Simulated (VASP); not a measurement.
These are PBE GGA with spin-orbit coupling, VASP's PBE PAW potentials (set 64) (plane waves; VASP) values and carry that method's errors.

Input for VASP

### POSCAR
```
HgTe
1.0
  0.0000000000   3.2300000000   3.2300000000
  3.2300000000   0.0000000000   3.2300000000
  3.2300000000   3.2300000000   0.0000000000
Hg Te
1 1
direct
  0.0000000000   0.0000000000   0.0000000000
  0.2500000000   0.2500000000   0.2500000000
```

**INCAR**
```
# general
SYSTEM      =  HgTe
PREC        =  Accurate
ENCUT       =  400   # plane-wave cut-off (eV)
LREAL       =  F   # projection in real space or not
LASPH       =  T

# electronic loop
EDIFF       =  1E-6   # SCF stop (eV)
NELM        =  100   # most electronic steps
ALGO        =  Normal   # blocked Davidson
LMAXMIX     =  6

# smearing
ISMEAR      =  0
SIGMA       =  0.05

# functional
GGA         =  PE   # PBE
GGA_COMPAT  =  F

# spin
MAGMOM      =  6*0
LSORBIT     =  T

# ions
ISIF        =  2   # forces and stress, cell fixed

# output
LWAVE       =  F
LCHARG      =  F
```

File KPOINTS:
```
kpoints
0
gamma
7 7 7
```

POTCAR, in this order: Hg Te (PBE.64 set). Program: vasp_ncl.

What VASP printed:

**OSZICAR**
```
       N       E                     dE             d eps       ncg     rms          rms(c)
DAV:   1     0.995578811667E+02    0.99558E+02   -0.68804E+03  1568   0.975E+02
DAV:   2     0.573198059407E+00   -0.98985E+02   -0.95619E+02  1720   0.254E+02
DAV:   3    -0.412646030808E+01   -0.46997E+01   -0.46633E+01  1814   0.558E+01
DAV:   4    -0.419025791709E+01   -0.63798E-01   -0.63735E-01  1978   0.573E+00
DAV:   5    -0.419080469578E+01   -0.54678E-03   -0.54676E-03  1766   0.569E-01    0.100E+01
DAV:   6    -0.398418416322E+01    0.20662E+00   -0.47716E-01  1720   0.108E+01    0.723E+00
DAV:   7    -0.398003905904E+01    0.41451E-02   -0.14401E-01  1634   0.287E+00    0.364E+00
DAV:   8    -0.397915586278E+01    0.88320E-03   -0.80916E-03  1716   0.106E+00    0.119E+00
DAV:   9    -0.397888374760E+01    0.27212E-03   -0.97318E-04  1666   0.376E-01    0.381E-01
DAV:  10    -0.397895033831E+01   -0.66591E-04   -0.45246E-04  1706   0.251E-01    0.884E-02
DAV:  11    -0.397896119004E+01   -0.10852E-04   -0.25690E-05  1954   0.556E-02    0.314E-02
DAV:  12    -0.397897070727E+01   -0.95172E-05   -0.18070E-05  1616   0.477E-02    0.163E-02
DAV:  13    -0.397897104428E+01   -0.33701E-06   -0.23946E-06  1706   0.175E-02
   1 F= -.39789710E+01 E0= -.39788888E+01  d E =-.164487E-03  mag=     0.0000    -0.0000    -0.0000
```

OUTCAR:
```
------------------------ aborting loop because EDIFF is reached ----------------------------------------
  FORCE on cell =-STRESS in cart. coord.  units (eV):
  Direction    XX          YY          ZZ          XY          YZ          ZX
  --------------------------------------------------------------------------------------
  Total        1.5062670      1.5062670      1.5062670      0.0000000      0.0000000      0.0000000
  in kB       35.8075801     35.8075801     35.8075801      0.0000000      0.0000000      0.0000000
  external PRESSURE =      35.8075801 kB  Pullay stress =       0.0000000 kB
  volume of cell :       67.40
      direct lattice vectors                 reciprocal lattice vectors
     0.000000000  3.230000000  3.230000000    -0.154798762  0.154798762  0.154798762
     3.230000000  0.000000000  3.230000000     0.154798762 -0.154798762  0.154798762
     3.230000000  3.230000000  0.000000000     0.154798762  0.154798762 -0.154798762
 POSITION                                       TOTAL-FORCE (eV/Angst)
 -----------------------------------------------------------------------------------
      0.00000      0.00000      0.00000         0.000000      0.000000      0.000000
      1.61500      1.61500      1.61500        -0.000000     -0.000000     -0.000000
 -----------------------------------------------------------------------------------
    total drift:                                0.000000      0.000000      0.000000
  FREE ENERGIE OF THE ION-ELECTRON SYSTEM (eV)
  ---------------------------------------------------
  free  energy   TOTEN  =        -3.9789710443 eV

  energy  without entropy=       -3.9788065571  energy(sigma->0) =       -3.97888880

 Ion:    1  E_soc:     -0.5982622

 Ion:    2  E_soc:     -0.2170417
```
(Selected blocks of OUTCAR.)

The compound is HgTe in the zinc blende structure. The cell was not relaxed at this level. The run is one of a series of settings (GGA_COMPAT = .FALSE., LSORBIT = .TRUE., MAGMOM = 0 0 0 0 0 0, program vasp_ncl against the base run), some of them coarse on purpose.
